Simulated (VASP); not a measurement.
A run of VASP 6.6.1:

Contents of INCAR:

```
PREC = Accurate
ENCUT = 520
EDIFF = 1E-8
ISMEAR = -1
SIGMA = 0.15
LREAL = False
LASPH = True
NELM = 100
ALGO = Normal
ISIF = 2
LWAVE = False
LCHARG = True
NBANDS = 18
IBRION = 8
NSW = 1
```

KPOINTS

```
Automatic mesh
0
Gamma
  7 7 7
```

POSCAR

```
HfZn
1.0
    3.2751048400      0.0000000000      0.0000000000
    0.0000000000      3.2751048400      0.0000000000
    0.0000000000      0.0000000000      3.2751048400
Hf Zn
1 1
Direct
    0.5000000000      0.5000000000      0.5000000000
    0.0000000000      0.0000000000      0.0000000000
```

Potentials or basis: VASP PAW LDA potentials, release 64 (Hf_pv, Zn).

Run with:

```console
$ cat potpaw_LDA.64/Hf_pv/POTCAR potpaw_LDA.64/Zn/POTCAR > POTCAR
$ mpirun -np 1 vasp_std > vasp.out
```

Hardware: 1 thread of Intel(R) Xeon(R) Platinum 8488C (Sapphire Rapids) (shared host).

Question: Estimate the wall time of this run.

Answer: Run time: 43 s on 1 thread of Intel(R) Xeon(R) Platinum 8488C (Sapphire Rapids), on a shared host, peak memory 0.18 GiB. Counts: scf iterations 44, k points 20.
